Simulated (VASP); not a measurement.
## Er: magnetic orders

Wanted: the lowest of several collinear orders of Er. The start is a cell from a database of measured crystal structures.

Main program and level: VASP 6.6.1; LDA, spin-polarised, from parallel moments; plane waves and PAW (Er), in the first sound run; inputs show where later runs differ.

### Step 1. Starting point

It takes space group P6_3/mmc (No. 194, hexagonal). The conventional cell has a = 3.559 Å, b = 3.559 Å, c = 5.587 Å, α = 90.00°, β = 90.00°, γ = 120.00°. Nearest to Er lie 12 Er at 3.47 to 3.56 Å.

Coordinates:

```xyz
4
Lattice="3.5588 0.0000 0.0000 -1.7794 3.0820 0.0000 0.0000 0.0000 11.1748" Properties=species:S:1:pos:R:3 pbc="T T T"
Er    1.7794    1.0273    4.1905
Er    1.7794    1.0273    9.7779
Er    0.0000    2.0547    1.3968
Er    0.0000    2.0547    6.9842
```

### Step 2. Magnetic order, start order fm, signs ++++

Each run starts from other signs of the moments at the same geometry and cutoff; gentle mixing helps it keep them. Any wave vector in a name is a fraction of the reciprocal vectors of the first cell as typed.

INCAR reads:

```
SYSTEM = Er
PREC = Accurate
ENCUT = 420
EDIFF = 1E-06
NELM = 150
ISMEAR = 0
SIGMA = 0.1
LREAL = .FALSE.
ALGO = Normal
GGA = CA
NBANDS = 62
ISPIN = 2
MAGMOM = 3 3 3 3
LASPH = .TRUE.
LMAXMIX = 6
AMIX = 0.2
BMIX = 1E-04
AMIX_MAG = 0.8
BMIX_MAG = 1E-04
LORBIT = 11
LWAVE = .FALSE.
LCHARG = .TRUE.
```

POSCAR reads:

```
Er
1.0
    3.5588000000      0.0000000000      0.0000000000
   -1.7794000000      3.0820112070      0.0000000000
    0.0000000000      0.0000000000     11.1748000000
Er
4
Direct
    0.6666666667      0.3333333333      0.3750000000
    0.6666666667      0.3333333333      0.8750000000
    0.3333333333      0.6666666667      0.1250000000
    0.3333333333      0.6666666667      0.6250000000
```

KPOINTS reads:

```
Automatic mesh
0
Gamma
6 6 2
0 0 0
```

Potentials, in the order of the species: Er (PBE family, release 64).

Run with:

```console
$ mpirun -np 1 vasp_std
```

Log:

```text
[banner, memory and clock lines left out]
running    1 mpi-ranks, on    1 nodes
 distrk:  each k-point on    1 cores,    1 groups
 distr:  one band on    1 cores,    1 groups

 POSCAR found type information on POSCAR Er
 POSCAR found :  1 types and       4 ions
|                                                                             |
|               ----> ADVICE to this user running VASP <----                  |
|                                                                             |
|     You enforced a specific xc type in the INCAR file but a different       |
|     [... a line on the potential file left out ...]
|     I HOPE YOU KNOW WHAT YOU ARE DOING!                                     |
|                                                                             |

 LDA part: xc-table for (Slater(with rela. corr.)+CA(PZ))
 , standard interpolation
 POSCAR, INCAR and KPOINTS ok, starting setup
 FFT: planning ... GRIDC
 FFT: planning ... GRID_SOFT
 FFT: planning ... GRID
 WAVECAR not read
 entering main loop
       N       E                     dE             d eps       ncg     rms          rms(c)
DAV:   1     0.121033311175E+04    0.12103E+04   -0.16294E+04  4522   0.678E+03
DAV:   2     0.360279339863E+03   -0.85005E+03   -0.73324E+03  6032   0.143E+03
DAV:   3     0.532668566623E+02   -0.30701E+03   -0.28942E+03  6010   0.393E+02
DAV:   4    -0.384829708702E+01   -0.57115E+02   -0.54122E+02  6128   0.153E+02
DAV:   5    -0.154472664164E+02   -0.11599E+02   -0.11403E+02  6696   0.750E+01    0.322E+02
DAV:   6    -0.238360205365E+02   -0.83888E+01   -0.29692E+01  5916   0.941E+01    0.294E+02
DAV:   7    -0.610439932028E+02   -0.37208E+02   -0.25207E+02  4676   0.142E+02    0.172E+02
DAV:   8    -0.533884014284E+02    0.76556E+01   -0.18332E+02  3744   0.421E+02    0.269E+02
DAV:   9    -0.325819771129E+02    0.20806E+02   -0.34281E+01  6004   0.532E+01    0.969E+01
DAV:  10    -0.223133047389E+02    0.10269E+02   -0.10452E+02  4536   0.686E+01    0.103E+02
DAV:  11    -0.243260799467E+02   -0.20128E+01   -0.19803E+01  6864   0.231E+01    0.198E+02
DAV:  12    -0.223456264516E+02    0.19805E+01   -0.11073E+00  5320   0.205E+01    0.164E+02
DAV:  13    -0.226218260790E+02   -0.27620E+00   -0.69581E-01  6936   0.668E+00    0.149E+02
DAV:  14    -0.212657908536E+02    0.13560E+01   -0.90613E-01  3956   0.234E+01    0.171E+02
DAV:  15    -0.212873335156E+02   -0.21543E-01   -0.14549E-01  6392   0.360E+00    0.166E+02
DAV:  16    -0.212694342269E+02    0.17899E-01   -0.26385E-01  5728   0.101E+01    0.175E+02
DAV:  17    -0.212681097048E+02    0.13245E-02   -0.52532E-01  5436   0.116E+01    0.186E+02
DAV:  18    -0.212837719297E+02   -0.15662E-01   -0.14505E-01  5872   0.638E+00    0.169E+02
DAV:  19    -0.212547581517E+02    0.29014E-01   -0.13964E-02  6392   0.256E+00    0.174E+02
DAV:  20    -0.212092258959E+02    0.45532E-01   -0.11827E-01  5208   0.833E+00    0.174E+02
DAV:  21    -0.212140116403E+02   -0.47857E-02   -0.19773E-02  6110   0.207E+00    0.168E+02
DAV:  22    -0.212450471664E+02   -0.31036E-01   -0.14775E-01  5764   0.939E+00    0.192E+02
DAV:  23    -0.212428819658E+02    0.21652E-02   -0.45608E-02  5368   0.332E+00    0.157E+02
DAV:  24    -0.212617792979E+02   -0.18897E-01   -0.72800E-02  6288   0.457E+00    0.132E+02
DAV:  25    -0.212747698904E+02   -0.12991E-01   -0.55104E-02  5922   0.630E+00    0.111E+02
DAV:  26    -0.212921030028E+02   -0.17333E-01   -0.32202E-01  5440   0.129E+01    0.729E+01
DAV:  27    -0.213149492337E+02   -0.22846E-01   -0.18053E-02  6430   0.443E+00    0.554E+01
DAV:  28    -0.212161755777E+02    0.98774E-01   -0.35444E-01  5460   0.926E+00    0.368E+01
DAV:  29    -0.211949147019E+02    0.21261E-01   -0.65964E-02  6472   0.424E+00    0.401E+01
DAV:  30    -0.212897138415E+02   -0.94799E-01   -0.13728E-01  6084   0.772E+00    0.997E+01
[...]
DAV:  66    -0.211977998054E+02   -0.15475E-03   -0.15334E-04  5950   0.291E-01    0.329E-01
DAV:  67    -0.211979474427E+02   -0.14764E-03   -0.29878E-04  5198   0.533E-01    0.244E-01
DAV:  68    -0.211980828332E+02   -0.13539E-03   -0.95864E-05  5592   0.214E-01    0.251E-01
DAV:  69    -0.211980640538E+02    0.18779E-04   -0.53353E-05  5282   0.147E-01    0.223E-01
DAV:  70    -0.211980565047E+02    0.75490E-05   -0.23151E-05  5280   0.537E-02    0.206E-01
DAV:  71    -0.211980394393E+02    0.17065E-04   -0.57352E-06  2802   0.635E-02    0.189E-01
DAV:  72    -0.211980195429E+02    0.19896E-04   -0.11224E-05  2890   0.979E-02    0.148E-01
DAV:  73    -0.211980003692E+02    0.19174E-04   -0.26296E-05  3544   0.149E-01    0.109E-01
DAV:  74    -0.211980049722E+02   -0.46031E-05   -0.10072E-05  4218   0.597E-02    0.101E-01
DAV:  75    -0.211980062876E+02   -0.13154E-05   -0.58676E-06  3952   0.248E-02    0.932E-02
DAV:  76    -0.211980087989E+02   -0.25113E-05   -0.22498E-06  2338   0.298E-02    0.917E-02
DAV:  77    -0.211980097608E+02   -0.96184E-06   -0.13703E-06  2242   0.154E-02
   1 F= -.21198010E+02 E0= -.20980828E+02  d E =-.434363E+00  mag=     9.0831
```

Wall time 7.1 min (1 MPI rank of Intel Xeon 6975P-C (Granite Rapids), shared host); peak memory 0.25 GiB.

Lines that name or quote the potential files are left out of all logs, and their timing lines are given in words.

Parts of OUTCAR (step 2):

```text
ion  position               nearest neighbor table
   1  0.667  0.333  0.375-   3 3.47   4 3.47   3 3.47   4 3.47   3 3.47   4 3.47
   2  0.667  0.333  0.875-   3 3.47   4 3.47   3 3.47   4 3.47   3 3.47   4 3.47
   3  0.333  0.667  0.125-   1 3.47   2 3.47   1 3.47   2 3.47   1 3.47   2 3.47
   4  0.333  0.667  0.625-   1 3.47   2 3.47   1 3.47   2 3.47   1 3.47   2 3.47

  LATTYP: Found a hexagonal cell.
 ALAT       =     3.5588000000
 C/A-ratio  =     3.1400472069

 Subroutine GETGRP returns: Found 24 space group operations
 (whereof 12 operations were pure point group operations)

The static configuration has the point symmetry D_3d.
 The point group associated with its full space group is D_6h.

 Found     14 irreducible k-points:

   k-points           NKPTS =     14   k-points in BZ     NKDIM =     14   number of bands    NBANDS=     62

   dimension x,y,z NGX =    24 NGY =   24 NGZ =   80
   dimension x,y,z NGXF=    48 NGYF=   48 NGZF=  160

   ENCUT  =  420.0 eV  30.87 Ry    5.56 a.u.   5.95  5.95 18.67*2*pi/ulx,y,z

   NELECT =      88.0000    total number of electrons

 k-points in reciprocal lattice and weights: Automatic mesh
   0.00000000  0.00000000  0.00000000       0.014
   0.16666667  0.00000000  0.00000000       0.083
   0.33333333  0.00000000  0.00000000       0.083
   0.50000000  0.00000000  0.00000000       0.042
   0.16666667  0.16666667  0.00000000       0.083
   0.33333333  0.16666667  0.00000000       0.167
   0.33333333  0.33333333  0.00000000       0.028
   0.00000000  0.00000000  0.50000000       0.014
   0.16666667  0.00000000  0.50000000       0.083
[...]
0.33333333  0.16666667  0.50000000       0.167
   0.33333333  0.33333333  0.50000000       0.028

 average (electrostatic) potential at core
       1 -37.7310       2 -37.7310       3 -37.7310       4 -37.7310

 E-fermi :   2.1240

 spin component 1
 k-point     1 :       0.0000    0.0000    0.0000
  band No.  band energies     occupation
    ...
     44       0.4601      1.00000
     45       0.4623      1.00000
     46       0.4623      1.00000
     47       0.4625      1.00000
     48       0.5218      1.00000
     49       3.5950      0.00000
     50       3.7325      0.00000
     51       3.7325      0.00000
     52       4.5438      0.00000
     53       4.5438      0.00000
    ...

 k-point     2 :       0.1667    0.0000    0.0000
  band No.  band energies     occupation
    ...
     44       0.4725      1.00000
     45       0.4815      1.00000
     46       0.4815      1.00000
     47       0.5386      1.00000
     48       0.9421      1.00000
     49       3.0232      0.00000
     50       3.3252      0.00000
     51       3.3252      0.00000
     52       3.5999      0.00000
     53       4.2576      0.00000
    ...

 k-point     3 :       0.3333    0.0000    0.0000
  band No.  band energies     occupation
    ...
     45       0.5183      1.00000
     46       0.5183      1.00000
     47       0.5635      1.00000
     48       1.6028      1.00000
     49       2.0715      0.77084
     50       2.7659      0.00000
     51       2.8148      0.00000
     52       2.8148      0.00000
     53       3.9771      0.00000
     54       3.9771      0.00000
    ...

 k-point     4 :       0.5000    0.0000    0.0000
  band No.  band energies     occupation
    ...
     45       0.5694      1.00000
     46       0.6268      1.00000
     47       0.6268      1.00000
     48       1.1736      1.00000
     49       1.6602      1.00000
     50       2.4775      0.00000
     51       2.7088      0.00000
     52       2.7088      0.00000
     53       4.1481      0.00000
     54       4.1481      0.00000
    ...

 k-point     5 :       0.1667    0.1667    0.0000
  band No.  band energies     occupation
    ...
     44       0.5001      1.00000
     45       0.5106      1.00000
     46       0.5106      1.00000
     47       0.5581      1.00000
     48       1.8390      0.99997
     49       2.3527      0.00061
     50       2.7138      0.00000
     51       2.9358      0.00000
     52       2.9358      0.00000
     53       3.8468      0.00000
    ...

 k-point     6 :       0.3333    0.1667    0.0000
  band No.  band energies     occupation
    ...
     45       0.5724      1.00000
     46       0.9762      1.00000
     47       0.9762      1.00000
     48       1.7830      1.00000
     49       1.8179      0.99999
     50       2.3560      0.00052
     51       2.8412      0.00000
     52       2.8412      0.00000
     53       3.4661      0.00000
     54       3.4661      0.00000
    ...

  Total       -2.6811864     -2.6811864     -1.5503178      0.0000000     -0.0000000      0.0000000
  in kB      -35.0477418    -35.0477418    -20.2653333      0.0000000     -0.0000000      0.0000000
  external PRESSURE =     -30.1202723 kB  Pullay stress =       0.0000000 kB

  energy-cutoff  :      420.00
  volume of cell :      122.57
      direct lattice vectors                 reciprocal lattice vectors
     3.558800000  0.000000000  0.000000000     0.280993593  0.162231727  0.000000000
    -1.779400000  3.082011207  0.000000000     0.000000000  0.324463454  0.000000000
     0.000000000  0.000000000 11.174800000     0.000000000  0.000000000  0.089487060

 POSITION                                       TOTAL-FORCE (eV/Angst)
 -----------------------------------------------------------------------------------
      1.77940      1.02734      4.19055         0.000000      0.000000      0.000000
      1.77940      1.02734      9.77795        -0.000000      0.000000     -0.000000
     -0.00000      2.05467      1.39685        -0.000000     -0.000000     -0.000000
     -0.00000      2.05467      6.98425         0.000000     -0.000000      0.000000
 -----------------------------------------------------------------------------------
    total drift:                               -0.000000      0.000000     -0.000000

  FREE ENERGIE OF THE ION-ELECTRON SYSTEM (eV)
  ---------------------------------------------------
  free  energy   TOTEN  =       -21.1980097608 eV

  energy  without entropy=      -20.7636463356  energy(sigma->0) =      -20.98082805

 total charge
# of ion       s       p       d       f       tot
--------------------------------------------------
    1        2.141   5.726   0.377  11.422  19.667
    2        2.141   5.726   0.377  11.422  19.667
    3        2.141   5.726   0.377  11.422  19.667
    4        2.141   5.726   0.377  11.422  19.667
--------------------------------------------------
tot          8.566  22.905   1.508  45.687  78.667

 magnetization (x)
# of ion       s       p       d       f       tot
--------------------------------------------------
    1        0.002  -0.021  -0.002   2.331   2.310
    2        0.002  -0.021  -0.002   2.331   2.310
    3        0.002  -0.021  -0.002   2.331   2.310
    4        0.002  -0.021  -0.002   2.331   2.310
--------------------------------------------------
tot          0.010  -0.086  -0.009   9.325   9.240

[... 6 further parts left out ...]
```

The magnetic state follows from one typed start and may not be the lowest. The k-mesh is coarse for a metal. Without U or exact exchange the f electrons of Er come out too delocalised, which can shrink the cell and pin f bands at the Fermi level. The PAW data sets were made with PBE, a small mismatch for LDA.

Numbers from this step:

- electronic cycles: 77
- electrons: 88
- free energy (TOTEN): -21.20 eV
- energy at zero smearing: -20.98 eV
- Fermi energy: 2.124 eV
- moment of the cell, from the last line of the log: 9.083 μB
- labelled metallic, from the levels on this mesh: yes

Spin moment in the PAW sphere by atom:

```tsv
atom	spin moment in the PAW sphere (μB)
Er1	2.31
Er2	2.31
Er3	2.31
Er4	2.31
```

Spin density in the ac plane at fractional y = 0.333, with atoms of Er within 0.2 Å of it.

Ten even steps from '_' (0.0 e/Å³) to '@' (3.8 e/Å³), each cell a mean:
```
____________________________
________________..::::______
______________::**@@%%==..__
______________..==****::____
____________________________
____________________________
____________________________
____________________________
____________________________
____________________________
____________________________
____________________________
____________________________
________________..::::______
______________::**@@%%==..__
______________..==****::____
____________________________
____________________________
____________________________
____________________________
____________________________
____________________________
____________________________
____________________________
```
Columns run along a (3.6 Å), rows up along c (11.2 Å). Atoms in or near the plane, at fractional coordinates: Er at (0.67, 0.38), Er at (0.67, 0.88).

Valence density in the ac plane at fractional y = 0.333, with atoms of Er within 0.2 Å of it. It is the smooth field of the valence electrons, not physical close to the nuclei.

Values in e/Å³, 24 rows by 14 columns, each cell a mean:
```
 0  0  0  0  0  0  0  0  1  1  1  0  0  0
 0  0  0  0  0  0  1  2  5  7  6  3  1  0
 0  0  0  0  0  0  2  7 15 20 18 10  4  1
 0  0  0  0  0  0  1  5 11 15 14  8  3  1
 0  0  0  0  0  0  0  1  2  3  3  1  1  0
 0  0  0  0  0  0  0  0  0  0  0  0  0  0
 0  0  0  0  0  0  0  0  0  0  0  0  0  0
 0  0  0  0  0  0  0  0  0  0  0  0  0  0
 0  0  0  0  0  0  0  0  0  0  0  0  0  0
 0  0  0  0  0  0  0  0  0  0  0  0  0  0
 0  0  0  0  0  0  0  0  0  0  0  0  0  0
 0  0  0  0  0  0  0  0  0  0  0  0  0  0
 0  0  0  0  0  0  0  0  1  1  1  0  0  0
 0  0  0  0  0  0  1  2  5  7  6  3  1  0
 0  0  0  0  0  0  2  7 15 20 18 10  4  1
 0  0  0  0  0  0  1  5 11 15 14  8  3  1
 0  0  0  0  0  0  0  1  2  3  3  1  1  0
 0  0  0  0  0  0  0  0  0  0  0  0  0  0
 0  0  0  0  0  0  0  0  0  0  0  0  0  0
 0  0  0  0  0  0  0  0  0  0  0  0  0  0
 0  0  0  0  0  0  0  0  0  0  0  0  0  0
 0  0  0  0  0  0  0  0  0  0  0  0  0  0
 0  0  0  0  0  0  0  0  0  0  0  0  0  0
 0  0  0  0  0  0  0  0  0  0  0  0  0  0
```
Columns run along a (3.6 Å), rows up along c (11.2 Å). Atoms in or near the plane, at fractional coordinates: Er at (0.67, 0.38), Er at (0.67, 0.88).

The largest moment at the end is 2.31 μB, and the moments of the cell sum to 9.08 μB.

(Continued in part 2 of 2.)

[Lines on the potential files, build, host, timing and source positions are cut from VASP's logs without a mark.]

[Logs are printed without paths, hosts, clocks, repeated set-up lines and the standing remarks that a program may print on its own settings, such as how far it seeks lower states.]

[Hosts, paths, dates, database ids (printed as entryN), source tags and the programs' standing remarks are cut or masked in the printed files.]

[In band tables of VASP the shares of atoms and orbitals are scaled to a sum of 1 inside the atoms' spheres.]

[Runs that stopped without an error message from VASP are left out.]
